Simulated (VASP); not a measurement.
Data:

```
Tl
1.0
    1.73000    -2.99645     0.00000
    1.73000     2.99645     0.00000
    0.00000     0.00000     5.52000
Tl
2
Cartesian
  1.73000   0.99882   1.38000
  1.73000  -0.99882   4.14000
```

The numbers are results of PBE GGA, VASP's PBE PAW potentials (set 64) (plane waves; VASP), not measurements. Settings: 400 eV cut-off, 11×11×6 Γ-centred mesh, Fermi-Dirac smearing of 0.050 eV, potentials Tl_d.

Unless said otherwise, spin-orbit coupling is left out, though it shifts the bands of the heavy elements here.

Problem. What does the run give for the energy per atom (σ→0), pressure, band gap (on the k-mesh) with the smallest direct gap where there is one?

Solution. 
```json
{
  "band gap (on the k-mesh)": "none (metal, semimetal or under 0.01 eV)",
  "energy per atom (σ→0)": "-2.204 eV/atom",
  "pressure": "3.05 GPa"
}
```

The compound is Tl in the hcp structure. The cell was not relaxed at this level. The run is one of a series of settings (ISMEAR = -1, SIGMA = 0.05 against the base run), some of them coarse on purpose.
